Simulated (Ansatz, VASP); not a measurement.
## SiSnPN: VASP beside Ansatz

Aim: how closely do two programs agree when they are given the same cell, functional and k mesh? The cell is invented: As first built, before any earlier steps moved the atoms (in the runner's words): it takes the SnP structure with some of its atoms replaced by other elements, volume scaled by an estimate. It may not be a known or stable phase. The cell is taken from a series of VASP runs on this material, whose earlier steps may have relaxed, scaled or displaced it; both programs get it as it stands.

Main program and level: Ansatz 0.2.0; plane waves, with VASP 6.6.1 beside it; zone-centre phonons at PBEsol with D3(BJ).

**1. The structure**

Symmetry: Amm2, No. 38, orthorhombic system. The conventional cell has a = 4.749 Å, b = 4.659 Å, c = 5.337 Å, α = 90.00°, β = 90.00°, γ = 90.00°. Sn has 3 N at 2.12 to 2.39 Å and 2 P at 2.52 Å nearest. P has 3 Si at 2.29 to 2.36 Å and 2 Sn at 2.52 Å nearest. Si has 3 P at 2.29 to 2.36 Å and 2 N at 2.38 Å nearest. N has 3 Sn at 2.12 to 2.39 Å and 2 Si at 2.38 Å nearest. As first built, before any earlier steps moved the atoms (in the runner's words): sites of the SnP structure (space group 107) filled with other elements, volume scaled by an estimate. Farther neighbours and most contacts between anions are not listed.

**2. Ansatz: zone-centre phonons, PBEsol with D3(BJ)**

Ansatz runs on its default PAW (the set named soft_2) files.

Second derivatives magnify differences that forces hide, and they need a tight electronic threshold.

input.yaml

```yaml
crystal:
  lattice:
    - [4.7487191751, 0.0, 0.0]
    - [0.0, 2.3293760766, 2.6682830814]
    - [0.0, -2.3293760766, 2.6682830814]
  atoms:
    - { symbol: Sn, position: [0.5, 0.551345482, 0.551345482] }
    - { symbol: P, position: [0.0, 0.3917948967, 0.3917948967] }
    - { symbol: Si, position: [0.0, 0.9633191844, 0.9633191844] }
    - { symbol: "N", position: [0.5, 0.9495384368, 0.9495384368] }
hamiltonian:
  xc: pbesol
  pseudopotentials: { kind: paw }
  dispersion: d3bj
kpoints:
  mp_grid: { grid: [8, 11, 11] }
scf:
  occupations: { method: methfessel_paxton, width: 0.2 }
phonons:
  method: dfpt
  qpoints: [[0, 0, 0]]
```

Run with:

```console
$ ansatz run input.yaml --threads 4 --pin off --max-ram 9216MiB --backend cpu --events-out ev --progress --plain --runs-dir out
```

Numbers of over 12 decimals in the logs are rounded to 6 here.

The program printed:

```text
zone centre: on kpoints.mp_grid the ground state, and the responses unless they are solved on pairs of k-points, stand on 180 of the mesh's 968 k-points, reduced under 4 symmetry operations, with k and −k counted as one. Each operation leaves every solved displacement unchanged or reverses it
Engine: ansatz 0.2.0, x86_64-unknown-linux-gnu
Pseudopotentials: kind: paw
Pseudopotential: Sn, paw, valence charge 14, recommended cutoff 420 eV (normal), Sn.paw.azcp
Pseudopotential: P, paw, valence charge 5, recommended cutoff 420 eV (normal), P.paw.azcp
Pseudopotential: Si, paw, valence charge 4, recommended cutoff 420 eV (normal), Si.paw.azcp
Pseudopotential: N, paw, valence charge 5, recommended cutoff 420 eV (normal), N.paw.azcp
Functional definition: PBEsol
  exchange = pbesol_x
  correlation = pbesol_c
Crystal: 4 atoms, lattice volume = 59.031 Å³
Basis set: ecut = 420 eV, 1133 PW (Γ), exchange–correlation on 64×48×48 points (8 copies of the dense FFT grid, shifted against one another)
Bands: 18, of which v1, the nominal top of the filled ones, is band 14 counted from 1 (13 counted from 0)
Symmetry: 4 space group operations
k-points: 180 of 968 (time reversal used)
Non-local potential: Sn, projectors of the file, l = 0: 2, l = 1: 2, l = 2: 2, l = 3: 2
Non-local potential: P, projectors of the file, l = 0: 2, l = 1: 2, l = 2: 2
Non-local potential: Si, projectors of the file, l = 0: 2, l = 1: 2, l = 2: 2
Non-local potential: N, projectors of the file, l = 0: 2, l = 1: 2, l = 2: 1
PAW form: soft (Blöchl's): semilocal exchange-correlation on the pseudo side does not see the compensation charge
PAW frozen core: Sn, regenerated for the run's functional, and the local potential with it (the file was generated under x = pbe(κ = 0.804, μ = 0.219515), c = pbe(β = 0.066725))
PAW frozen core: P, regenerated for the run's functional, and the local potential with it (the file was generated under x = pbe(κ = 0.804, μ = 0.219515), c = pbe(β = 0.066725))
PAW frozen core: Si, regenerated for the run's functional, and the local potential with it (the file was generated under x = pbe(κ = 0.804, μ = 0.219515), c = pbe(β = 0.066725))
PAW frozen core: N, regenerated for the run's functional, and the local potential with it (the file was generated under x = pbe(κ = 0.804, μ = 0.219515), c = pbe(β = 0.066725))
PAW one-centre angular grid: Sn, 590 points (default); XC on 64 Gauss nodes
PAW one-centre angular grid: P, 110 points (default); XC on 64 Gauss nodes
PAW one-centre angular grid: Si, 110 points (default); XC on 64 Gauss nodes
PAW one-centre angular grid: N, 110 points (default); XC on 64 Gauss nodes
Initial density: superposition of atomic densities (neutral atoms: chi_scale 0, normalization atom), corrected by the library's trained network
Initial wavefunctions: pseudopotential atomic-orbital guess
Functional: x = pbesol(κ = 0.804, μ = 0.123457), c = pbesol(β = 0.046)
SCF iter   1: F=—  HF=-7689.880497 eV  |F-HF|=—  |Δ(HF+E_count)|=         —  Δρ=1.21e-2  dr2=9.68e-2  ethr=1.77e-3  ⟨swp⟩=6.0  Hψ=17992  notcnv=0
preconditioner: auto → Kerker (q_TF=auto, 2.409 Å⁻¹)  [metal: Δε(μ)=0.033 eV  Ē_g=14.769 eV  σ=0.200 eV  W_gap=0.14  n_scr=16 (ndim 8)  ℏωp=25.6 eV  f_vac=0.000  D(μ)=0.93/eV (n_scr^D=2)]
SCF iter   2: F=—  HF=-7689.860029 eV  |F-HF|=—  |Δ(HF+E_count)|=   2.05e-2  S|Δr|=    0.00e0  Δρ=3.10e-3  dr2=4.30e-3  ethr=3.46e-4  ⟨swp⟩=2.0  Hψ=5381  notcnv=0  defer=1
SCF iter   3: F=—  HF=-7689.859365 eV  |F-HF|=—  |Δ(HF+E_count)|=   6.64e-4  S|Δr|=    0.00e0  Δρ=1.57e-3  dr2=1.10e-3  ethr=1.54e-5  ⟨swp⟩=2.5  Hψ=4490  notcnv=0  defer=1
SCF iter   4: F=—  HF=-7689.859175 eV  |F-HF|=—  |Δ(HF+E_count)|=   1.90e-4  S|Δr|=    0.00e0  Δρ=3.28e-4  dr2=6.05e-5  ethr=3.94e-6  ⟨swp⟩=2.2  Hψ=5763  notcnv=0  defer=1
SCF iter   5: F=—  HF=-7689.859168 eV  |F-HF|=—  |Δ(HF+E_count)|=   6.60e-6  S|Δr|=    0.00e0  Δρ=5.56e-5  dr2=2.03e-6  ethr=2.16e-7  ⟨swp⟩=2.5  Hψ=4883  notcnv=0  defer=1
SCF iter   6: F=—  HF=-7689.859169 eV  |F-HF|=—  |Δ(HF+E_count)|=   5.88e-7  S|Δr|=    0.00e0  Δρ=1.19e-5  dr2=1.18e-7  ethr=7.27e-9  ⟨swp⟩=2.3  Hψ=5839  notcnv=0  defer=1
SCF iter   7: F=—  HF=-7689.859169 eV  |F-HF|=—  |Δ(HF+E_count)|=   8.90e-9  S|Δr|=    0.00e0  Δρ=3.63e-6  dr2=1.18e-8  ethr=4.22e-10  ⟨swp⟩=2.1  Hψ=5636  notcnv=0  defer=1
SCF iter   8: F=—  HF=-7689.859169 eV  |F-HF|=—  |Δ(HF+E_count)|=   2.66e-9  S|Δr|=    0.00e0  Δρ=9.13e-7  dr2=9.77e-10  ethr=4.20e-11  ⟨swp⟩=2.3  Hψ=5768  notcnv=0  defer=1
SCF iter   9: F=—  HF=-7689.859169 eV  |F-HF|=—  |Δ(HF+E_count)|=  1.56e-10  S|Δr|=    0.00e0  Δρ=2.08e-7  dr2=4.41e-11  ethr=3.49e-12  ⟨swp⟩=2.8  Hψ=5795  notcnv=0  defer=1
SCF iter  10: F=-7689.859169 eV  HF=-7689.859169 eV  |F-HF|=9.09e-13  |Δ(HF+E_count)|=    0.00e0  S|Δr|=    0.00e0  Δρ=5.74e-8  dr2=2.17e-12  ethr=1.00e-12  ⟨swp⟩=9.2  Hψ=19285  notcnv=0
SCF 1 converged in 10 iterations: F = -7689.859169 eV  dr2 = 2.17e-12
  greatest PAW one-centre occupation: 0.993 electrons in one spin orbital (limit 2), on the Sn atom at site 0 (counted from 0), in its partial waves of l = 2
DFPT response loops at Γ: preconditioner auto → Kerker (q_TF=auto, 2.409 Å⁻¹) (partly filled bands, converged f_vac=0.000); β = 1.00, the filter's whole step (`scf.mixing.beta` (0.50) is not read by the response loops under this deck's `scf.mixing.preconditioner`; to damp them name `kerker` or `kerker_dos`, under which they read `scf.mixing.beta`, and type it under 1.00, their step now; both keys bind the ground state too); Broyden in place of MSR1
SCF converged after 10 iterations
Stability not checked: this state was not tested for a lower state beside it, because cold or Methfessel-Paxton smearing, or corrected tetrahedra, fill the levels in a way that the test cannot read (fill_not_monotonic; see scf.lower_state_search)
Free energy (F): -7689.859169 eV
Harris-Foulkes:  -7689.859169 eV  (|F-HF|=9.09e-13)
Internal energy: -7689.859683 eV  (E = F + TS)
E sigma→0 (E₀):  -7689.859297 eV
Entropy (-TS):   0.000515 eV (0.129 meV/atom)
Fermi energy:    11.898184 eV
--- Per-component energies (eV) ---
  E_band       = -11.100846
  E_kinetic    = 429.317310
  E_local      = -1196.129580  (includes V_loc(G=0)·N_el)
  E_nonlocal   = 76.418046
  E_hartree    = 674.419679
  E_xc         = -556.129909
  E_vxc        = -282.814860  (∫ρ·V_xc dr)
  E_paw        = -5242.035016  (= ΣΔE_a)
  E_vpaw       = -386.731174  (= ΣTr[D̂ρ^β])
  E_aug_tail   = 0.000096  (compensation charges beyond the density's cutoff)
  E_ewald      = -1874.808891
  E_disp       = -1.302014  (pairwise vdW)
  E_core_change = 0.390595  (= ΣΔE_core)
  E_smearing   = 0.000515  (= −TS)
  E_closure    = 0.000000  (closes the sum)
  Σ components = -7689.859169   (vs F -7689.859169, Δ=0.00e0)
--- Band table (eV; the first three rows and the last of 180) ---
  k-point 0: bands = [... 10 lower, 8.0270, 9.3731, 9.9955, 10.0631, 10.5710, 12.6066, 16.7040, 17.0457]
  k-point 1: bands = [... 10 lower, 8.2518, 8.8815, 9.8462, 9.8481, 11.2881, 13.0712, 15.9512, 16.7008]
  k-point 2: bands = [... 10 lower, 8.0641, 8.8967, 9.4079, 9.9259, 12.1191, 13.9860, 15.2559, 16.0736]
  k-point 179: bands = [... 10 lower, 5.5366, 6.0521, 6.6718, 11.0737, 13.7435, 14.2505, 15.8499, 16.9608]
--- Phonons (Γ-DFPT): 12 representative perturbations + reference, on 180 of 968 k-points (Σ response iterations 36) ---
  k mesh reduced under 4 symmetry operations, with k and −k counted as one. Each operation leaves every solved displacement unchanged or reverses it
  ASR residual: 2.527e-5 → 0.000e0 eV/Å²; symmetrization residual: 1.965e-6 eV/Å²
  pairwise dispersion correction: d3bj (s6 = 1.0, s8 = 2.9491, a1 = 0.4466, a2_bohr = 6.1742), with the weights of each atom's references fixed at the reference crystal's, and the forces and stress that the weights' published response gives there kept as a pressure on the atom's counted neighbours (hamiltonian.dispersion)
  ASR residual per site (eV/Å²): 1.30e-5 1.82e-5 1.47e-5 2.53e-5
  Γ frequencies (cm⁻¹): -456.60 0.00 0.00 0.00 83.62 162.15 214.34 318.26 391.63 405.39 439.18 481.67
  non-analytic LO–TO correction: not included (Born effective charges unavailable; polar crystals: no LO–TO splitting at Γ)
--- Phonons (arbitrary-q DFPT): 1 explicit q-point ---
  q = [0, 0, 0] (of the zone-centre solve; hermiticity 2.69e-7, symmetrization 8.70e-15): -456.60 -0.00 -0.00 0.00 83.62 162.15 214.34 318.26 391.63 405.39 439.18 481.67
  sum rule: each row above includes the acoustic sum rule's correction from the zone centre's row sums; it moved no ω² by more than (0.70 cm⁻¹)²
```

Wall time 29 s (4 threads of Intel Xeon 6975P-C (Granite Rapids), shared host); peak memory 0.96 GiB; 1.8 min of CPU time.

In the SCF lines HF is the Harris–Foulkes energy and dr2 the Hartree energy of the density residual, in eV; the loop may stop once dr2 is under the threshold and the program's other checks hold. Hψ counts applications of the Hamiltonian.

(Continued in part 2 of 2.)

[Lines on the potential files, build, host, timing and source positions are cut from VASP's logs without a mark.]

[Logs are printed without paths, hosts, clocks, repeated set-up lines and the standing remarks that a program may print on its own settings, such as how far it seeks lower states.]

[Hosts, paths, dates, database ids (printed as entryN), source tags and the programs' standing remarks are cut or masked in the printed files.]
